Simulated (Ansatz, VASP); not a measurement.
## Cross-check of Mg (Magnesium) between VASP and Ansatz

Aim: how closely do two programs agree when they are given the same cell, functional and k mesh? Of the first pair: The structure shown is the end of the Ansatz relaxation below.

Method: plane waves, with VASP 6.6.1 beside it; single point at PBEsol and zone-centre phonons at PBEsol, in Ansatz 0.2.0.

## (1) The starting structure

It takes space group P6_3/mmc (No. 194, hexagonal). The conventional cell has a = 3.255 Å, b = 3.255 Å, c = 5.197 Å, α = 90.00°, β = 90.00°, γ = 120.00°. Nearest to Mg lie 12 Mg at 3.21 to 3.25 Å.

As a file:

```cif
data_structure
_symmetry_space_group_name_H-M 'P6_3/mmc'
_symmetry_Int_Tables_number 194
_cell_length_a 3.2548
_cell_length_b 3.2548
_cell_length_c 5.1967
_cell_angle_alpha 90.000
_cell_angle_beta 90.000
_cell_angle_gamma 120.000
_cell_volume 47.68
loop_
_atom_site_label
_atom_site_type_symbol
_atom_site_symmetry_multiplicity
_atom_site_Wyckoff_symbol
_atom_site_fract_x
_atom_site_fract_y
_atom_site_fract_z
_atom_site_occupancy
Mg1 Mg 2 c 0.33333 0.66667 0.25000 1
```

## (2) Ansatz: relaxation, PBEsol

Ansatz runs on its PAW soft_1 files.

This run makes the geometry at which the two programs are then compared.

input.yaml

```yaml
crystal:
  lattice:
    - [3.2539930499, 0.0, 0.0]
    - [-1.626996525, 2.818040645, 0.0]
    - [0.0, 0.0, 5.1992645274]
  atoms:
    - { symbol: Mg, position: [0.3333333333, 0.6666666667, 0.25] }
    - { symbol: Mg, position: [0.6666666667, 0.3333333333, 0.75] }
kpoints:
  mp_grid: { grid: [15, 15, 8] }
hamiltonian:
  xc: pbesol
  pseudopotentials: { kind: paw, azcp: { folder: soft_1 }, xc_functional: pbe }
scf:
  occupations: { method: methfessel_paxton, width: 0.2 }
output:
  forces: true
  stress: true
  eigenvalues: true
relax:
  adjacent_minimum: "off"
  f_tol: 0.001
  max_steps: 60
  cell: { stress_tol: 0.01, fix: [volume] }
```

Run with:

```sh
> ansatz run input.yaml --threads 4 --pin off --max-ram 10240MiB --backend cpu --events-out ev --progress --plain --runs-dir out
```

Numbers of over 12 decimals in the logs are rounded to 6 here.

Output:

```text
Engine: ansatz 0.2.0, aarch64-unknown-linux-gnu
Pseudopotentials: kind: paw
Pseudopotential: Mg, paw, valence charge 10, recommended cutoff 420 eV (normal), soft_1/Mg.paw.azcp
Functional definition: PBEsol
  exchange = pbesol_x
  correlation = pbesol_c
Crystal: 2 atoms, lattice volume = 47.677 Å³
Basis set: ecut = 420 eV, 941 PW (Γ), exchange–correlation on 48×48×72 points (8 copies of the dense FFT grid, shifted against one another)
Bands: 14, of which v1, the nominal top of the filled ones, is band 10 counted from 1 (9 counted from 0)
Symmetry: 24 space group operations
Space group: P63/mmc (ITA 194), of the structure as read, at distance tolerance 3.6e-5 Å
k-points: 135 of 1800
Non-local potential: Mg, projectors of the file, l = 0: 3, l = 1: 2, l = 2: 1
PAW form: soft (Blöchl's): semilocal exchange-correlation on the pseudo side does not see the compensation charge
PAW frozen core: Mg, regenerated for the run's functional, and the local potential with it (the file was generated under x = pbe(κ = 0.804, μ = 0.219515), c = pbe(β = 0.066725))
PAW one-centre angular grid: Mg, 110 points (default); XC on 64 Gauss nodes
Initial density: superposition of atomic densities (chi_scale 0.1, normalization cell)
Initial wavefunctions: pseudopotential atomic-orbital guess
Functional: x = pbesol(κ = 0.804, μ = 0.123457), c = pbesol(β = 0.046)
SCF iter   1: F=—  HF=-3824.117350 eV  |F-HF|=—  |Δ(HF+E_count)|=         —  Δρ=1.37e-2  dr2=1.21e-1  ethr=3.10e-3  ⟨swp⟩=5.0  Hψ=9359  notcnv=0
preconditioner: auto → none  [metal: Δε(μ)=0.021 eV  Ē_g=6.743 eV  σ=0.200 eV  W_gap=0.09  n_scr=8 (ndim 8)  ℏωp=10.8 eV  f_vac=0.000  D(μ)=1.00/eV (n_scr^D=2)  sad-step TF]
SCF iter   2: F=—  HF=-3824.106143 eV  |F-HF|=—  |Δ(HF+E_count)|=   1.12e-2  S|Δr|=    0.00e0  Δρ=9.60e-3  dr2=6.20e-2  ethr=6.07e-4  ⟨swp⟩=1.0  Hψ=2970  notcnv=0
SCF iter   3: F=—  HF=-3824.088324 eV  |F-HF|=—  |Δ(HF+E_count)|=   1.78e-2  S|Δr|=    0.00e0  Δρ=1.70e-3  dr2=1.89e-3  ethr=3.10e-4  ⟨swp⟩=1.2  Hψ=1918  notcnv=0
SCF iter   4: F=—  HF=-3824.087909 eV  |F-HF|=—  |Δ(HF+E_count)|=   4.15e-4  S|Δr|=    0.00e0  Δρ=9.49e-5  dr2=1.77e-6  ethr=9.43e-6  ⟨swp⟩=2.6  Hψ=3222  notcnv=0
SCF iter   5: F=—  HF=-3824.087910 eV  |F-HF|=—  |Δ(HF+E_count)|=   1.09e-6  S|Δr|=    0.00e0  Δρ=1.06e-5  dr2=1.60e-8  ethr=5.00e-10  ⟨swp⟩=7.1  Hψ=9546  notcnv=0
SCF iter   6: F=-3824.087910 eV  HF=-3824.087910 eV  |F-HF|=6.31e-10  |Δ(HF+E_count)|=   7.06e-9  S|Δr|=    0.00e0  Δρ=1.73e-6  dr2=6.01e-10  ethr=7.99e-11  ⟨swp⟩=1.1  Hψ=5688  notcnv=0
SCF 1 converged in 6 iterations: F = -3824.087910 eV  dr2 = 6.01e-10
  greatest PAW one-centre occupation: 1.000 electrons in one spin orbital (limit 2), on the Mg atom at site 1 (counted from 0), in its partial waves of l = 0
relax step   1: F+E_penalty+E_count = -3824.08791048 eV  Δ(F+E_penalty+E_count) = +0.000e0 eV  max|allowed force component| = 3.932e-17 eV/Å  Δτ_max = 0.0000 Å  P = -1.930 GPa  Ω = 47.677 Å³  fix = [volume]  reactions: volume -1.930 GPa  (6 SCF iters, dr2 threshold 1.00e-7 eV, accepted)
[...]
relax step   2: F+E_penalty+E_count = -3824.08791243 eV  Δ(F+E_penalty+E_count) = -1.950e-6 eV  max|allowed force component| = 3.007e-17 eV/Å  Δτ_max = 0.0000 Å  P = -1.930 GPa  Ω = 47.677 Å³  energy of the carried Pulay correction = +7.612e-9 eV  fix = [volume]  reactions: volume -1.930 GPa  (3 SCF iters, dr2 threshold 1.33e-9 eV, accepted)
[...]
relax step   3: F+E_penalty+E_count = -3824.08791303 eV  Δ(F+E_penalty+E_count) = -5.974e-7 eV  max|allowed force component| = 4.857e-17 eV/Å  Δτ_max = 0.0000 Å  P = -1.930 GPa  Ω = 47.677 Å³  energy of the carried Pulay correction = +1.472e-8 eV  fix = [volume]  reactions: volume -1.930 GPa  (3 SCF iters, dr2 threshold 3.11e-10 eV, accepted)
[...]
relax step   4: F+E_penalty+E_count = -3824.08791272 eV  Δ(F+E_penalty+E_count) = +3.092e-7 eV  max|allowed force component| = 4.626e-17 eV/Å  Δτ_max = 0.0000 Å  P = -1.930 GPa  Ω = 47.677 Å³  fix = [volume]  reactions: volume -1.930 GPa  stress off target by 2.92e-6 GPa on what of the cell is left free  SCF on the basis re-selected at this cell (its energy is not comparable with the rows above)  (4 SCF iters)
basis re-selected at this cell: Δ(F+E_penalty+E_count) = +3.092e-7 eV, ΔP = -0.000 GPa vs the last step (what re-selecting the basis moved, of the pressure what is left beyond the Pulay correction that the steps carried, after the strain that the cell walked since its last selection, with what the two solves' SCF thresholds leave and, on support functions, any second-order correction that the steps lacked; it is no m [...]
SCF converged after 4 iterations
Stability not checked: this state was not tested for a lower state beside it, because cold or Methfessel-Paxton smearing, or corrected tetrahedra, fill the levels in a way that the test cannot read (fill_not_monotonic; see scf.lower_state_search)
Free energy (F): -3824.087913 eV
Harris-Foulkes:  -3824.087913 eV  (|F-HF|=1.36e-12)
Internal energy: -3824.085851 eV  (E = F + TS)
E sigma→0 (E₀):  -3824.087397 eV
Entropy (-TS):   -0.002062 eV (-1.031 meV/atom)
Fermi energy:    5.254337 eV
--- Per-component energies (eV) ---
  E_band       = -720.051511
  E_kinetic    = 137.807734
  E_local      = -3457.736929  (includes V_loc(G=0)·N_el)
  E_nonlocal   = 392.050216
  E_hartree    = 1180.049628
  E_xc         = -51.002431
  E_vxc        = -66.081857  (∫ρ·V_xc dr)
  E_paw        = -580.438357  (= ΣΔE_a)
  E_vpaw       = -86.189621  (= ΣTr[D̂ρ^β])
  E_aug_tail   = -0.000298  (compensation charges beyond the density's cutoff)
  E_ewald      = -1444.933138
  E_core_change = 0.117725  (= ΣΔE_core)
  E_smearing   = -0.002062  (= −TS)
  E_closure    = 0.000000  (closes the sum)
  Σ components = -3824.087913   (vs F -3824.087913, Δ=0.00e0)
--- Forces (eV/Å), atoms counted from 1 ---
  atom   1  Mg     0.00000000    -0.00000000     0.00000000
  atom   2  Mg    -0.00000000     0.00000000    -0.00000000
  max |Σ_I F_I| component: 2.78e-17 eV/Å
--- Stress (GPa, compression-positive) ---
       -1.929640      -0.000000      -0.000000
       -0.000000      -1.929640       0.000000
       -0.000000       0.000000      -1.929636
  P = ⅓ Tr σ = -1.9296 GPa (-19.296 kbar)
--- Band table (eV; the first three rows and the last of 135) ---
  k-point 0: bands = [... 6 lower, -37.3735, -37.3735, -1.5042, 3.7269, 4.1734, 15.7957, 15.7957, 15.7990]
  k-point 1: bands = [... 6 lower, -37.3737, -37.3737, -1.4167, 2.6791, 5.3726, 15.8619, 15.8619, 15.8671]
  k-point 2: bands = [... 6 lower, -37.3742, -37.3742, -1.1547, 1.5914, 6.9139, 14.3696, 16.0460, 16.0460]
  k-point 134: bands = [... 6 lower, -37.3788, -37.3788, 5.4353, 5.4353, 5.9305, 5.9305, 6.6490, 6.6490]
--- Relaxed structure (3 steps of the walk, 3 accepted, 1 SCFs on fresh bases) ---
  F+E_penalty+E_count = -3824.08791272 eV   max|allowed force component| = 4.626e-17 eV/Å   (the final SCF, on the basis selected at the relaxed cell)
  cell:  # Å, volume = 47.6767 Å³
    - [3.254793, 2.8874524676179225e-11, 0]
    - [-1.627396, 2.818733, 0]
    - [0, 0, 5.196710]
  atoms:
    - { symbol: Mg, position: [0.333333, 0.666667, 0.25] }
    - { symbol: Mg, position: [0.666667, 0.333333, 0.750000] }
```

## (3) VASP: single point, PBEsol

The same cell, functional, mesh and smearing now go to VASP, with its own data sets.

Lines of VASP's logs that name or quote its potential files are left out, and so is its time.

INCAR

```
SYSTEM = Mg
PREC = Accurate
ENCUT = 600
EDIFF = 1E-06
NELM = 120
ISMEAR = 1
SIGMA = 0.2
LREAL = .FALSE.
ALGO = Normal
GGA = PS
NBANDS = 8
LORBIT = 11
LWAVE = .FALSE.
LCHARG = .FALSE.
ISIF = 2
LASPH = .TRUE.
GGA_COMPAT = .FALSE.
KPAR = 2
```

POSCAR

```
Mg
1.0
    3.2547926742      0.0000000000      0.0000000000
   -1.6273963371      2.8187331399      0.0000000000
    0.0000000000      0.0000000000      5.1967101727
Mg
2
Direct
    0.3333333333      0.6666666667      0.2500000000
    0.6666666667      0.3333333333      0.7500000000
```

KPOINTS

```
Automatic mesh
0
Gamma
15 15 8
0 0 0
```

PAW data sets: Mg (PBE family, release 64).

Run with:

```sh
> mpirun -np 2 vasp_std
```

Output:

```text
[banner, memory and clock lines left out]
running    2 mpi-ranks, on    1 nodes
 distrk:  each k-point on    1 cores,    2 groups
 distr:  one band on    1 cores,    1 groups

 POSCAR found type information on POSCAR Mg
 POSCAR found :  1 types and       2 ions
|                                                                             |
|               ----> ADVICE to this user running VASP <----                  |
|                                                                             |
|     You enforced a specific xc type in the INCAR file but a different       |
|     [... a line on the potential file left out ...]
|     I HOPE YOU KNOW WHAT YOU ARE DOING!                                     |
|                                                                             |

 LDA part: xc-table for (Slater+PW92), standard interpolation
 POSCAR, INCAR and KPOINTS ok, starting setup
 FFT: planning ... GRIDC
 FFT: planning ... GRID_SOFT
 FFT: planning ... GRID
 WAVECAR not read
 entering main loop
       N       E                     dE             d eps       ncg     rms          rms(c)
DAV:   1    -0.867705391380E+00   -0.86771E+00   -0.14282E+03  2160   0.396E+02
DAV:   2    -0.343468769153E+01   -0.25670E+01   -0.24878E+01  2920   0.226E+01
DAV:   3    -0.345073848295E+01   -0.16051E-01   -0.16003E-01  2832   0.227E+00
DAV:   4    -0.345078886409E+01   -0.50381E-04   -0.50380E-04  3168   0.111E-01
DAV:   5    -0.345078898130E+01   -0.11721E-06   -0.11702E-06  2856   0.427E-03    0.975E-01
DAV:   6    -0.344025902221E+01    0.10530E-01   -0.72477E-04  2736   0.197E-01    0.621E-01
DAV:   7    -0.343046291380E+01    0.97961E-02   -0.30303E-03  2336   0.361E-01    0.327E-02
DAV:   8    -0.343046876113E+01   -0.58473E-05   -0.18843E-05  3376   0.315E-02    0.655E-03
DAV:   9    -0.343046825363E+01    0.50750E-06   -0.96522E-07  2400   0.449E-03
   1 F= -.34304683E+01 E0= -.34297866E+01  d E =-.204500E-02
```

OUTCAR, selected parts (step 3):

```text
ion  position               nearest neighbor table
   1  0.333  0.667  0.250-   2 3.21   2 3.21   2 3.21   2 3.21   2 3.21   2 3.21
   2  0.667  0.333  0.750-   1 3.21   1 3.21   1 3.21   1 3.21   1 3.21   1 3.21

  LATTYP: Found a hexagonal cell.
 ALAT       =     3.2547926742
 C/A-ratio  =     1.5966332399

 Subroutine GETGRP returns: Found 24 space group operations
 (whereof 12 operations were pure point group operations)

The static configuration has the point symmetry D_3d.
 The point group associated with its full space group is D_6h.

 Found    135 irreducible k-points:

   k-points           NKPTS =    135   k-points in BZ     NKDIM =    135   number of bands    NBANDS=      8

   dimension x,y,z NGX =    28 NGY =   28 NGZ =   42
   dimension x,y,z NGXF=    56 NGYF=   56 NGZF=   84

   ENCUT  =  600.0 eV  44.10 Ry    6.64 a.u.   6.50  6.50 10.38*2*pi/ulx,y,z

   NELECT =       4.0000    total number of electrons

 k-points in reciprocal lattice and weights: Automatic mesh
   0.00000000  0.00000000  0.00000000       0.001
   0.06666667  0.00000000  0.00000000       0.003
   0.13333333  0.00000000  0.00000000       0.003
   0.20000000 -0.00000000  0.00000000       0.003
   0.26666667  0.00000000  0.00000000       0.003
   0.33333333  0.00000000  0.00000000       0.003
   0.40000000 -0.00000000  0.00000000       0.003
   0.46666667  0.00000000  0.00000000       0.003
   0.06666667  0.06666667  0.00000000       0.003
[...]
0.33333333  0.26666667  0.50000000       0.007
   0.33333333  0.33333333  0.50000000       0.001

 average (electrostatic) potential at core
       1 -39.1853       2 -39.1853

 E-fermi :   2.3928

 k-point     1 :       0.0000    0.0000    0.0000
  band No.  band energies     occupation
      1      -4.3686      2.00000
      2       0.8602      2.00000
      3       1.3132      2.00000
      4      12.9368      0.00000
      5      12.9368      0.00000
      6      12.9392      0.00000
      7      12.9392      0.00000
      8      14.0678      0.00000

 k-point     2 :       0.0667    0.0000    0.0000
  band No.  band energies     occupation
      1      -4.2842      2.00000
      2       0.9374      2.00000
      3       1.3954      2.00000
      4      11.1968      0.00000
      5      11.9365      0.00000
      6      12.7718      0.00000
      7      14.0697      0.00000
      8      14.8792      0.00000

 k-point     3 :       0.1333    0.0000    0.0000
  band No.  band energies     occupation
      1      -4.0316      2.00000
      2       1.1692      2.00000
      3       1.6400      2.00000
      4       9.2183      0.00000
      5      11.0772      0.00000
      6      11.8864      0.00000
      7      13.9139      0.00000
      8      14.5321      0.00000

  Total       -0.5898736     -0.5898736     -0.5898948     -0.0000000     -0.0000000      0.0000000
  in kB      -19.8227444    -19.8227444    -19.8234572     -0.0000000     -0.0000000      0.0000000
  external PRESSURE =     -19.8229820 kB  Pullay stress =       0.0000000 kB

  energy-cutoff  :      600.00
  volume of cell :       47.68
      direct lattice vectors                 reciprocal lattice vectors
     3.254792674  0.000000000  0.000000000     0.307239232  0.177384653  0.000000000
    -1.627396337  2.818733140  0.000000000     0.000000000  0.354769306  0.000000000
     0.000000000  0.000000000  5.196710173     0.000000000  0.000000000  0.192429435

 POSITION                                       TOTAL-FORCE (eV/Angst)
 -----------------------------------------------------------------------------------
     -0.00000      1.87916      1.29918         0.000000      0.000000      0.000000
      1.62740      0.93958      3.89753        -0.000000     -0.000000      0.000000
 -----------------------------------------------------------------------------------
    total drift:                                0.000000     -0.000000      0.000000

  FREE ENERGIE OF THE ION-ELECTRON SYSTEM (eV)
  ---------------------------------------------------
  free  energy   TOTEN  =        -3.4304682536 eV

  energy  without entropy=       -3.4284232494  energy(sigma->0) =       -3.42978659

 total charge
# of ion       s       p       d       tot
------------------------------------------
    1        0.206   0.120   0.011   0.337
    2        0.206   0.120   0.011   0.337
--------------------------------------------------
tot          0.412   0.240   0.021   0.674

[... 3 further parts left out ...]
```

The run ends at a pressure of -1.98 GPa.

## (4) Differences

Known differences besides the potentials themselves: the data sets hold 20 valence electrons in Ansatz (on its PAW soft_1 files) and 4 in VASP; the cutoff is 420 eV in Ansatz and 600 eV in VASP; Ansatz makes its cores anew for this functional, VASP keeps those of its PBE data sets; Ansatz's pressure holds a Pulay correction, VASP's none. Total energies have different zeros and are not compared.

Both answers:

```csv
quantity,Ansatz,VASP,difference
pressure (GPa),-1.93,-1.98,+0.05
```

## (5) VASP: zone-centre phonons, PBEsol, pair 2

Second derivatives magnify differences that forces hide, and they need a tight electronic threshold. The cell compared in this pair holds 40.48 Å³, against 47.68 Å³ for the pair before.

Edit INCAR of step 3 so:

```diff
@@ -3,3 +3,3 @@
 ENCUT = 600
-EDIFF = 1E-06
+EDIFF = 1E-08
 NELM = 120
@@ -15,2 +15,3 @@
 ISIF = 2
+IBRION = 8
 LASPH = .TRUE.
```

POSCAR

```
Mg
1.0
    3.0790719991      0.0000000000      0.0000000000
   -1.5395359996      2.6665545713      0.0000000000
    0.0000000000      0.0000000000      4.9302859849
Mg
2
Direct
    0.3333333333      0.6666666667      0.2500000000
    0.6666666667      0.3333333333      0.7500000000
```

KPOINTS is that of step 3.

Run with:

```sh
> mpirun -np 2 vasp_std
```

Output:

```text
[banner, memory and clock lines left out]
running    2 mpi-ranks, on    1 nodes
[...]
[... a notice as in an earlier step ...]

 LDA part: xc-table for (Slater+PW92), standard interpolation
 POSCAR, INCAR and KPOINTS ok, starting setup
[...]
entering main loop
       N       E                     dE             d eps       ncg     rms          rms(c)
DAV:   1    -0.563802255748E+00   -0.56380E+00   -0.14761E+03  2168   0.408E+02
DAV:   2    -0.338874507137E+01   -0.28249E+01   -0.27225E+01  2864   0.243E+01
DAV:   3    -0.340730982693E+01   -0.18565E-01   -0.18566E-01  2960   0.241E+00
DAV:   4    -0.340735966975E+01   -0.49843E-04   -0.49843E-04  3088   0.104E-01
[...]
DAV:  10    -0.338601653325E+01    0.47779E-07   -0.59960E-09  3112   0.447E-04    0.106E-04
DAV:  11    -0.338601654600E+01   -0.12755E-07   -0.12733E-10  1504   0.947E-05    0.992E-06
DAV:  12    -0.338601654341E+01    0.25875E-08   -0.50280E-12  1528   0.139E-05
   1 F= -.33860165E+01 E0= -.33857426E+01  d E =-.821706E-03
[...]
RMM:   6    -0.141466092743E-02   -0.14546E-08   -0.26576E-10 14750   0.870E-05    0.164E-05
 first order change of Fermi-energy   0.27686E-06
 force on displaced ion       1 direction 1 :  -0.975   0.000   0.000
 Linear response progress:
  Degree of freedom:   2/  2
       N       E                     dE             d eps       ncg     rms          rms(c)
RMM:   1    -0.129257430928E-01   -0.12926E-01   -0.67302E-02  6979   0.315E-01
RMM:   2    -0.430170001919E-02    0.86240E-02   -0.11942E-03  4730   0.436E-02    0.333E-02
RMM:   3    -0.415976486591E-02    0.14194E-03    0.57585E-05  4763   0.154E-02    0.145E-02
RMM:   4    -0.420420881276E-02   -0.44444E-04    0.12956E-05  4808   0.785E-03    0.541E-03
RMM:   5    -0.421041095392E-02   -0.62021E-05    0.31253E-06  4817   0.394E-03    0.268E-04
RMM:   6    -0.421099893572E-02   -0.58798E-06    0.16995E-06  4924   0.218E-04    0.152E-04
RMM:   7    -0.421138596381E-02   -0.38703E-06    0.45093E-08  5038   0.101E-04    0.520E-06
RMM:   8    -0.421141210639E-02   -0.26143E-07   -0.67274E-08  5158   0.117E-05    0.185E-06
RMM:   9    -0.421140830915E-02    0.37972E-08    0.17438E-09  4797   0.345E-06    0.599E-07
 first order change of Fermi-energy  -0.26968E-05
 force on displaced ion       1 direction 3 :  -0.000  -0.000  -4.155
 Linear response finished
```

Parts of OUTCAR (step 5):

```text
  Total        1.2308529      1.2308529      1.2328692     -0.0000000     -0.0000000      0.0000000
  in kB       48.7163027     48.7163027     48.7961052     -0.0000000     -0.0000000      0.0000000
  external PRESSURE =      48.7429035 kB  Pullay stress =       0.0000000 kB

 POSITION                                       TOTAL-FORCE (eV/Angst)
 -----------------------------------------------------------------------------------
     -0.00000      1.77770      1.23257        -0.000000      0.000000      0.000000
      1.53954      0.88885      3.69771         0.000000     -0.000000      0.000000
 -----------------------------------------------------------------------------------
    total drift:                                0.000000     -0.000000      0.000000

[... 1 part as in an earlier step ...]

[... 1 further part left out ...]
```

[end of part 1 of 2]

[Lines on the potential files, build, host, timing and source positions are cut from VASP's logs without a mark.]

[Logs are printed without paths, hosts, clocks, repeated set-up lines and the standing remarks that a program may print on its own settings, such as how far it seeks lower states.]

[Hosts, paths, dates, database ids (printed as entryN), source tags and the programs' standing remarks are cut or masked in the printed files.]
